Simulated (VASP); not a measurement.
Output of a VASP run:

File OSZICAR:
```
...
DAV:   5    -0.779289768475E+01   -0.43009E-03   -0.43009E-03   924   0.590E-01    0.117E+01
DAV:   6    -0.729903238415E+01    0.49387E+00   -0.97003E-01  1116   0.161E+01    0.862E+00
DAV:   7    -0.726798256633E+01    0.31050E-01   -0.23118E-01   794   0.411E+00    0.354E+00
DAV:   8    -0.726348817521E+01    0.44944E-02   -0.28758E-02   799   0.271E+00    0.370E-01
DAV:   9    -0.726299549133E+01    0.49268E-03   -0.40206E-03   879   0.121E+00    0.824E-02
DAV:  10    -0.726294907175E+01    0.46420E-04   -0.31768E-04   849   0.317E-01    0.484E-02
DAV:  11    -0.726295479591E+01   -0.57242E-05   -0.36106E-05   799   0.650E-02    0.311E-02
DAV:  12    -0.726295612709E+01   -0.13312E-05   -0.26930E-05  1053   0.810E-02    0.122E-02
DAV:  13    -0.726295418321E+01    0.19439E-05   -0.67848E-06   914   0.412E-02    0.292E-03
DAV:  14    -0.726295421912E+01   -0.35908E-07   -0.42128E-07   387   0.583E-03
   1 F= -.19028660E+01 E0= -.19028660E+01  d E =-.190287E+01
       N       E                     dE             d eps       ncg     rms          rms(c)
DAV:   1    -0.140118803670E+02   -0.67489E+01   -0.13399E+02   854   0.168E+02    0.242E+01
DAV:   2    -0.647870682802E+01    0.75332E+01   -0.25632E+01   779   0.962E+01    0.615E+00
DAV:   3    -0.614754850629E+01    0.33116E+00   -0.14664E+00   809   0.115E+01    0.306E+00
DAV:   4    -0.608780876614E+01    0.59740E-01   -0.81753E-02   809   0.184E+00    0.238E+00
DAV:   5    -0.607602029879E+01    0.11788E-01   -0.95497E-03  1002   0.159E+00    0.822E-01
DAV:   6    -0.607497808346E+01    0.10422E-02   -0.56574E-03   819   0.726E-01    0.166E-01
DAV:   7    -0.607487618636E+01    0.10190E-03   -0.41565E-04   862   0.284E-01    0.109E-01
DAV:   8    -0.607488628099E+01   -0.10095E-04   -0.37452E-05   884   0.100E-01    0.149E-02
DAV:   9    -0.607488637903E+01   -0.98037E-07   -0.19982E-06   559   0.187E-02
   2 F= -.16944890E+01 E0= -.16944890E+01  d E =0.208377E+00
       N       E                     dE             d eps       ncg     rms          rms(c)
DAV:   1    -0.958733151239E+01   -0.35124E+01   -0.54122E+01   779   0.121E+02    0.158E+01
DAV:   2    -0.730823363772E+01    0.22791E+01   -0.54287E+00   834   0.445E+01    0.772E+00
DAV:   3    -0.704606527096E+01    0.26217E+00   -0.49641E-01   874   0.107E+01    0.656E+00
DAV:   4    -0.698783876410E+01    0.58227E-01   -0.69062E-02   764   0.246E+00    0.156E+00
DAV:   5    -0.698488549806E+01    0.29533E-02   -0.32403E-03   884   0.782E-01    0.574E-01
DAV:   6    -0.698455724660E+01    0.32825E-03   -0.11537E-03   910   0.493E-01    0.234E-01
DAV:   7    -0.698458842933E+01   -0.31183E-04   -0.25107E-04   789   0.201E-01    0.371E-02
DAV:   8    -0.698457731159E+01    0.11118E-04   -0.56274E-05   914   0.147E-01    0.151E-02
DAV:   9    -0.698457791411E+01   -0.60252E-06   -0.55343E-06   769   0.353E-02
   3 F= -.20093204E+01 E0= -.20093204E+01  d E =-.106454E+00
       N       E                     dE             d eps       ncg     rms          rms(c)
DAV:   1    -0.697401813184E+01    0.10559E-01   -0.18608E-02   814   0.211E+00    0.230E-01
DAV:   2    -0.697314964088E+01    0.86849E-03   -0.21976E-03   839   0.905E-01    0.103E-01
DAV:   3    -0.697307055630E+01    0.79085E-04   -0.21198E-04   834   0.195E-01    0.810E-02
DAV:   4    -0.697306066183E+01    0.98945E-05   -0.18839E-05   774   0.534E-02    0.132E-02
DAV:   5    -0.697305978055E+01    0.88128E-06   -0.37441E-06   649   0.399E-02
   4 F= -.20094567E+01 E0= -.20094567E+01  d E =-.106591E+00
```

File OUTCAR:
```
------------------------ aborting loop because EDIFF is reached ----------------------------------------
  FORCE on cell =-STRESS in cart. coord.  units (eV):
  Direction    XX          YY          ZZ          XY          YZ          ZX
  --------------------------------------------------------------------------------------
  Total        4.9569814      4.9569814      4.9569814      0.0000000      0.0000000      0.0000000
  in kB      199.7331916    199.7331916    199.7331916      0.0000000      0.0000000      0.0000000
  external PRESSURE =      -0.2668084 kB  Pullay stress =     200.0000000 kB
  volume of cell :       39.76
      direct lattice vectors                 reciprocal lattice vectors
     0.000000000  2.709042871  2.709042871    -0.184567031  0.184567031  0.184567031
     2.709042871 -0.000000000  2.709042871     0.184567031 -0.184567031  0.184567031
     2.709042871  2.709042871  0.000000000     0.184567031  0.184567031 -0.184567031
  FREE ENERGIE OF THE ION-ELECTRON SYSTEM (eV)
  ---------------------------------------------------
  free  energy   TOTEN  =        -6.9730597805 eV

  energy  without entropy=       -6.9730597805  energy(sigma->0) =       -6.97305978
  enthalpy is  TOTEN    =        -2.0094567323 eV   P V=        4.9636030482

 reached required accuracy - stopping structural energy minimisation
```
(Selected blocks of OUTCAR.)

File POSCAR:
```
CdS
1
    0.0000000000     2.7793346636     2.7793346636
    2.7793346636     0.0000000000     2.7793346636
    2.7793346636     2.7793346636     0.0000000000
Cd S
1 1
Direct
  0.0000000000   0.0000000000   0.0000000000
  0.2500000000   0.2500000000   0.2500000000
```

Q: Reconstruct the remaining input files.

A: This is not unique; one that fits is the input of the run itself, LDA (Ceperley-Alder, Perdew-Zunger), plane waves, VASP's LDA PAW potentials (set 64).

**KPOINTS**
```
Automatic mesh
0
Gamma
8 8 8
0 0 0
```

### INCAR
```
SYSTEM = CdS
PREC = Accurate
ENCUT = 500
EDIFF = 1E-6
NELM = 100
ALGO = Normal
LREAL = .FALSE.
LASPH = .TRUE.
ISMEAR = 0
SIGMA = 0.05
LMAXMIX = 4
LWAVE = .FALSE.
LCHARG = .FALSE.
IBRION = 2
ISIF = 3
NSW = 40
EDIFFG = -0.02
PSTRESS = 200
```

POTCAR, in this order: Cd S (LDA.64 set). Program: vasp_std.

Energy and stress use the plane-wave basis of the starting cell.

The compound is CdS in the zinc blende structure, a metastable form; wurtzite is the usual one. This run relaxes it under an external pressure of 20 GPa. Symmetry was kept, so distortions that lower it aren't found.
